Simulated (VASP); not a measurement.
Consider the following.

```
CELL_PARAMETERS angstrom
      5.65441     0.00000     0.00000
      0.00000     5.65441     0.00000
      0.00000     0.00000     5.65441
ATOMIC_POSITIONS crystal
  Cs 0.00000 0.00000 0.00000
  Pb 0.50000 0.50000 0.50000
  Cl 0.50000 0.00000 0.50000
  Cl 0.00000 0.50000 0.50000
  Cl 0.50000 0.50000 0.00000
```

These are rev-vdW-DF2, VASP's PBE PAW potentials (set 64) (plane waves; VASP) values and carry that method's errors. Numerical set-up: 520 eV cut-off, Gaussian smearing of 0.050 eV, potentials Cs_sv Pb_d Cl.

Unless said otherwise, spin-orbit coupling is left out, though it shifts the bands of the heavy elements here.

Q: What does the run give for the band gap (along the path) with the smallest direct gap where there is one?

A: 
- band gap (along the path): 2.05 eV
- smallest direct gap (along the path): 2.05 eV

Only differences to runs with the same potentials and settings are physical.

The compound is CsPbCl3 in the cubic perovskite structure, the ideal cubic form; the compound distorts at low or room temperature. It was relaxed first.
